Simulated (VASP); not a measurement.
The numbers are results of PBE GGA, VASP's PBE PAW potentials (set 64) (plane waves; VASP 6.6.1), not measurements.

Gaps are without spin-orbit coupling.

The volume per atom is 25.95 Å³/atom. The band gap (over mesh and band path) is 1.05 eV, the smallest direct gap (over mesh and band path) is 1.05 eV and the Hill bulk modulus is 54.9 GPa. The Hill shear modulus is 172 kbar.

### Question
Which relaxed crystal gives these values?
A. PtSe2, P-3m1 (164)
B. SnSe2, P-3m1 (164)
C. WSe2, P6_3/mmc (194)
D. CdS, F-43m (216)

### Answer
D, CdS, F-43m (216)
